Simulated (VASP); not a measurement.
# Ta8N8O (a cell with a defect) in VASP: single point with PBE

Aim: the single point of Ta8N8O (a cell with a defect) with PBE.

Program: VASP 6.6.1. These are calculated values, not measurements. Logs are shortened: lines on timing, memory, paths and dates and some standing lists are left out, and cuts for length are marked.

## (1) Starting point

The cell holds a defect, 17 atoms: a = 6.271 Å, b = 6.271 Å, c = 6.271 Å, α = 60.00°, β = 60.00°, γ = 60.00°.

The cell was built by a generator and needn't be a form met in nature.

## (2) Single point, PBE

The input, INCAR:

```
SYSTEM = Ta8N8O
  ALGO = Fast
  EDIFF = 1E-6
  ENCUT = 520
  GGA = PE
  ISIF = 2
  ISMEAR = -1
  LASPH = .True.
  LCHARG = .False.
  LREAL = Auto
  LWAVE = .False.
  NBANDS = 81
  NELM = 100
  PREC = Accurate
  SIGMA = 0.5
```

The input, KPOINTS:

```
k-points
0
Gamma
  4 4 4
  0 0 0
```

The input, POSCAR:

```
Ta8N8O
1.0
    0.0000000000      4.4341805500      4.4341805500
    4.4341805500      0.0000000000      4.4341805500
    4.4341805500      4.4341805500      0.0000000000
Ta N O
8 8 1
Direct
    0.2732823184      0.2447022045      0.2373212843
    0.2451992798      0.2728347204      0.7450535519
    0.2589160280      0.7346422646      0.2718346226
    0.2452109656      0.7369395758      0.7450631956
    0.7351148062      0.2584111736      0.2350181116
    0.7374342796      0.2446759698      0.7732213606
    0.7351237094      0.7714698431      0.2350149711
    0.7719725863      0.7346292683      0.7587900579
    0.0050004515     -0.0297909329      0.0546030850
   -0.0292971443      0.0045249723      0.4705752965
    0.0122103415      0.4796098264      0.0285924854
   -0.0292838244      0.5542244510      0.4705734585
    0.4800973807      0.0117254760     -0.0200258907
    0.5547173232     -0.0298106557      0.5049097067
    0.4800997752      0.5282130823     -0.0200129102
    0.5287290513      0.4795986870      0.5120994143
    0.1252843324      0.1247881274      0.6251678517
```

Potentials or basis: VASP PAW PBE potentials, release 64 (Ta_pv, N, O).

Run with:

```
$ cat potpaw_PBE.64/Ta_pv/POTCAR potpaw_PBE.64/N/POTCAR potpaw_PBE.64/O/POTCAR > POTCAR
$ mpirun -np 1 vasp_std > vasp.out
```

OUTCAR:

```text
SYSTEM = Ta8N8O
   EDIFF = 1E-6
   ENCUT = 520
   GGA = PE
   ISIF = 2
   ISMEAR = -1
   LASPH = .True.
   LREAL = Auto
   NELM = 100
   PREC = Accurate

 ion  position               nearest neighbor table
   1  0.273  0.245  0.237-  17 1.99  11 2.09  13 2.19  15 2.19  10 2.43  12 2.43  14 2.43   6 2.91
                             5 2.93   7 2.93   2 3.09   4 3.09   3 3.14   3 3.14   4 3.19   2 3.19
   2  0.245  0.273  0.745-  17 1.99  13 2.09  16 2.19  11 2.19  14 2.43   9 2.43  12 2.43   4 2.91
                             8 2.93   3 2.93   6 3.09   1 3.09   5 3.14   5 3.14   1 3.19   6 3.19
   3  0.259  0.735  0.272-   9 2.09  12 2.12  10 2.12  13 2.23  15 2.23  16 2.26   2 2.93   4 2.93
                             7 3.00   5 3.00   8 3.05   1 3.14   1 3.14   8 3.22   5 3.29   7 3.29
   4  0.245  0.737  0.745-  17 1.99  15 2.09  16 2.19  11 2.19  14 2.43   9 2.43  10 2.43   2 2.91
                             3 2.93   8 2.93   6 3.09   1 3.09   7 3.14   7 3.14   1 3.19   6 3.19
   5  0.735  0.258  0.235-  10 2.09   9 2.12  14 2.12  16 2.23  11 2.23  15 2.26   6 2.93   1 2.93
                             3 3.00   8 3.00   7 3.05   2 3.14   2 3.14   7 3.22   8 3.29   3 3.29
   6  0.737  0.245  0.773-  17 1.99  16 2.09  13 2.19  15 2.19  10 2.43  12 2.43   9 2.43   1 2.91
                             7 2.93   5 2.93   2 3.09   4 3.09   8 3.14   8 3.14   4 3.19   2 3.19
   7  0.735  0.771  0.235-  12 2.09   9 2.12  14 2.12  16 2.23  11 2.23  13 2.26   6 2.93   1 2.93
                             3 3.00   8 3.00   5 3.05   4 3.14   4 3.14   5 3.22   8 3.29   3 3.29
   8  0.772  0.735  0.759-  14 2.09  12 2.12  10 2.12  13 2.23  15 2.23  11 2.26   2 2.93   4 2.93
                             7 3.00   5 3.00   3 3.05   6 3.14   6 3.14   3 3.22   5 3.29   7 3.29
   9  0.005  0.970  0.055-   3 2.09   7 2.12   5 2.12   4 2.43   2 2.43   6 2.43
  10  0.971  0.005  0.471-   5 2.09   3 2.12   8 2.12   1 2.43   6 2.43   4 2.43
  11  0.012  0.480  0.029-   1 2.09   2 2.19   4 2.19   7 2.23   5 2.23   8 2.26
  12  0.971  0.554  0.471-   7 2.09   3 2.12   8 2.12   1 2.43   6 2.43   2 2.43
  13  0.480  0.012  0.980-   2 2.09   6 2.19   1 2.19   3 2.23   8 2.23   7 2.26
  14  0.555  0.970  0.505-   8 2.09   7 2.12   5 2.12   4 2.43   2 2.43   1 2.43
  15  0.480  0.528  0.980-   4 2.09   6 2.19   1 2.19   3 2.23   8 2.23   5 2.26
  16  0.529  0.480  0.512-   6 2.09   2 2.19   4 2.19   7 2.23   5 2.23   3 2.26
  17  0.125  0.125  0.625-   1 1.99   2 1.99   4 1.99   6 1.99

  LATTYP: Found a face centered cubic cell.
 ALAT       =     8.8683611000

  Lattice vectors:

 A1 = (   0.0000000000,   4.4341805500,   4.4341805500)
 A2 = (   4.4341805500,   0.0000000000,   4.4341805500)
 A3 = (   4.4341805500,   4.4341805500,   0.0000000000)

Analysis of symmetry for initial positions (statically):
=====================================================================
 Subroutine PRICEL returns:
 Original cell was already a primitive cell.

 Routine SETGRP: Setting up the symmetry group for a
 face centered cubic supercell.

 Subroutine GETGRP returns: Found  1 space group operations
 (whereof  1 operations were pure point group operations)
 out of a pool of 48 trial point group operations.

The static configuration has the point symmetry C_1 .

Analysis of symmetry for dynamics (positions and initial velocities):
=====================================================================
 Subroutine PRICEL returns:
 Original cell was already a primitive cell.

 Routine SETGRP: Setting up the symmetry group for a
 face centered cubic supercell.

 Subroutine GETGRP returns: Found  1 space group operations
 (whereof  1 operations were pure point group operations)
 out of a pool of 48 trial point group operations.

The dynamic configuration has the point symmetry C_1 .

 Subroutine INISYM returns: Found  1 space group operations
 (whereof  1 operations are pure point group operations),
 and found     1 'primitive' translations

----------------------------------------------------------------------------------------

                                     Primitive cell

  volume of cell :     174.3693

  direct lattice vectors                    reciprocal lattice vectors
     0.000000000  4.434180550  4.434180550    -0.112760406  0.112760406  0.112760406
     4.434180550  0.000000000  4.434180550     0.112760406 -0.112760406  0.112760406
     4.434180550  4.434180550  0.000000000     0.112760406  0.112760406 -0.112760406

  length of vectors
     6.270878272  6.270878272  6.270878272     0.195306753  0.195306753  0.195306753

  position of ions in fractional coordinates (direct lattice)
     0.273282318  0.244702205  0.237321284
     0.245199280  0.272834720  0.745053552
     0.258916028  0.734642265  0.271834623
[... 48 lines left out ...]
     0.028190102  0.028190102 -0.028190102     0.000000000  0.000000000  0.250000000

  Length of vectors
     0.048826688  0.048826688  0.048826688

  Shift w.r.t. Gamma in fractional coordinates (k-lattice)
     0.000000000  0.000000000  0.000000000

 Subroutine IBZKPT returns following result:
 ===========================================

 Found     36 irreducible k-points:

 Following reciprocal coordinates:
            Coordinates               Weight
  0.000000  0.000000  0.000000      1.000000
  0.250000  0.000000  0.000000      2.000000
  0.000000  0.250000  0.000000      2.000000
  0.000000  0.000000  0.250000      2.000000
  0.250000  0.250000  0.250000      2.000000
  0.500000  0.000000  0.000000      1.000000
[... 16 lines left out ...]
  0.250000  0.500000  0.500000      2.000000
  0.500000  0.000000  0.250000      2.000000
 [... further k-points ...]
   k-points           NKPTS =     36   k-points in BZ     NKDIM =     36   number of bands    NBANDS=     81
   number of dos      NEDOS =    301   number of ions     NIONS =     17
   total plane-waves  NPLWV = 110592
   dimension x,y,z NGX =    48 NGY =   48 NGZ =   48
   dimension x,y,z NGXF=    96 NGYF=   96 NGZF=   96
   ions per type =               8   8   1
   NGX,Y,Z   is equivalent  to a cutoff of  12.73, 12.73, 12.73 a.u.
   NGXF,Y,Z  is equivalent  to a cutoff of  25.45, 25.45, 25.45 a.u.
 SYSTEM =  Ta8N8O
   PREC   = accura    normal or accurate (medium, high low for compatibility)
   ISTART =      0    job   : 0-new  1-cont  2-samecut
   ICHARG =      2    charge: 1-file 2-atom 10-const
   ISPIN  =      1    spin polarized calculation?
   LNONCOLLINEAR =      F non collinear calculations
   LSORBIT =      F    spin-orbit coupling
   LASPH  =      T    aspherical Exc in radial PAW
   ENCUT  =  520.0 eV  38.22 Ry    6.18 a.u.  11.66 11.66 11.66*2*pi/ulx,y,z
   NELM   =    100;   NELMIN=  2; NELMDL= -5     # of ELM steps
   EDIFF  = 0.1E-05   stopping-criterion for ELM
   LREAL  =      T    real-space projection
   EDIFFG = 0.1E-04   stopping-criterion for IOM
   NSW    =      0    number of steps for IOM
   IBRION =     -1    ionic relax: 0-MD 1-quasi-New 2-CG
   NFREE  =      0    steps in history (QN), initial steepest desc. (CG)
   ISIF   =      2    stress and relaxation
   ISYM   =      2    0-nonsym 1-usesym 2-fastsym
   POTIM  = 0.5000    time-step for ionic-motion
   TEBEG  =    0.0;   TEEND  =   0.0 temperature during run
   PSTRESS=    0.0 pullay stress
   NELECT =     134.0000    total number of electrons
   NUPDOWN=      -1.0000    fix difference up-down
   EMIN   =  10.00;   EMAX   =-10.00  energy-range for DOS
   EFERMI =   0.00;   METHOD = LEGACY
   ISMEAR =    -1;   SIGMA  =   0.50  broadening in eV -4-tet -1-fermi 0-gaus
   EFERMI_NEDOS =   21; number of points for ismear=-14 and -15
   IALGO  =     68    algorithm
   IMIX   =      4    mixing-type and parameters
     AMIX     =   0.40;   BMIX     =  1.00
     AMIX_MAG =   1.60;   BMIX_MAG =  1.00
  volume/ion in A,a.u.               =      10.26        69.22
  Fermi-wavevector in a.u.,A,eV,Ry     =   1.499523  2.833687 30.593631  2.248568
  Thomas-Fermi vector in A             =   2.611142
   LORBIT       =      0    0 simple, 1 ext, 2 COOP (PROOUT), +10 PAW based schemes
   GGA     = PE    functional components
   LHFCALC =     F    Hartree Fock is set to
   AEXX    =    0.0000 exact exchange contribution
   IVDW    =     0    specifies the selected vdW correction
   LEPSILON=     F    determine dielectric tensor
   LRPA    =     F    only Hartree local field effects (RPA)
 non-spin polarized calculation
 RMM-DIIS sequential band-by-band and
  energy-cutoff  :      520.00
  volume of cell :      174.37
 maximum number of plane-waves:      4723
 NGX is ok and might be reduce to    48
   NGX = 23   NGY = 23   NGZ = 23

 number of electron     134.0000002 magnetization

 Free energy of the ion-electron system (eV)
  ---------------------------------------------------
  ext. energy  EPLUGINS =         0.00000000
  ---------------------------------------------------
  free energy    TOTEN  =      -181.68944427 eV

  energy without entropy =     -176.51922832  energy(sigma->0) =     -179.10433630

 E-fermi :   9.1932     XC(G=0): -13.4614

 val. band max:        9.1778822233   @ k =   0.0000   0.0000   0.0000
 cond. band min:       9.2065798434   @ k =   0.0000   0.0000   0.2500
 fundamental gap:      0.0286976201
 Fermi energy:         9.1931957113

 k-point     1 :       0.0000    0.0000    0.0000
  band No.  band energies     occupation
      1     -27.5009      2.00000
      2     -27.1461      2.00000
      3     -27.1143      2.00000
      4     -27.1143      2.00000
      5     -27.0075      2.00000
      6     -26.9679      2.00000
[... 1957 lines left out ...]
     78      11.7008      0.01319
     79      11.8044      0.01073

 [... further k-points ...]

 [bands above 79 left out]

------------------------ aborting loop because EDIFF is reached ----------------------------------------

  FORCE on cell =-STRESS in cart. coord.  units (eV):
  Direction    XX          YY          ZZ          XY          YZ          ZX
  --------------------------------------------------------------------------------------
  -------------------------------------------------------------------------------------
  Total       15.9219690     39.1228684     15.9249025      0.0020925     -0.0006927     -0.0013527
  in kB      146.2976137    359.4770403    146.3245678      0.0192267     -0.0063650     -0.0124289
  external PRESSURE =     217.3664073 kB  Pullay stress =       0.0000000 kB

 VOLUME and BASIS-vectors are now :
 -----------------------------------------------------------------------------
  energy-cutoff  :      520.00
  volume of cell :      174.37
      direct lattice vectors                 reciprocal lattice vectors
     0.000000000  4.434180550  4.434180550    -0.112760406  0.112760406  0.112760406
     4.434180550  0.000000000  4.434180550     0.112760406 -0.112760406  0.112760406
     4.434180550  4.434180550  0.000000000     0.112760406  0.112760406 -0.112760406

 POSITION                                       TOTAL-FORCE (eV/Angst)
 -----------------------------------------------------------------------------------
      2.13738      2.26411      2.29684        -0.043081     -0.008437      0.042772
      4.51350      4.39096      2.29706         0.042673      0.009062      0.042292
      4.46290      2.35344      4.40562        -0.014493      0.057608      0.015141
      6.57147      4.39105      4.35503        -0.042761      0.008756     -0.042546
      2.18795      4.30174      4.40547         0.015210     -0.057741      0.015212
      4.51354      6.69852      4.35485         0.042857     -0.008887     -0.042867
[... 9 lines left out ...]
      4.39737      4.61522      4.47111        -0.004121     -0.002925      0.004038
      3.32544      3.32764      1.10887         0.000120      0.001321     -0.000312
 -----------------------------------------------------------------------------------
    total drift:                               -0.000078      0.003338      0.000427

  FREE ENERGIE OF THE ION-ELECTRON SYSTEM (eV)
  ---------------------------------------------------
  free  energy   TOTEN  =      -181.6894442666 eV

  energy  without entropy=     -176.5192283242  energy(sigma->0) =     -179.10433630
```

It took 41 min on 1 thread of Intel Xeon Platinum 8488C (Sapphire Rapids), shared host; peak memory 0.57 GiB.

What came out:

| Item | Value |
| --- | --- |
| Free energy | -181.6894 eV |
| Pressure | 21.7 GPa |
| Largest force | 0.062 eV/Å |
| Band gap on the k mesh | none (metal or under the smearing width) |

Forces on the atoms (eV/Å):
```
Ta  -0.043 -0.008  0.043
Ta   0.043  0.009  0.042
Ta  -0.014  0.058  0.015
Ta  -0.043  0.009 -0.043
Ta   0.015 -0.058  0.015
Ta   0.043 -0.009 -0.043
Ta  -0.015 -0.058 -0.015
Ta   0.015  0.058 -0.014
N   -0.024 -0.012  0.024
N    0.024  0.012  0.024
N    0.004 -0.003 -0.004
N   -0.024  0.012 -0.024
N   -0.004  0.003 -0.005
N    0.024 -0.013 -0.024
N    0.004  0.002  0.005
N   -0.004 -0.003  0.004
O    0.000  0.001  0.000
```
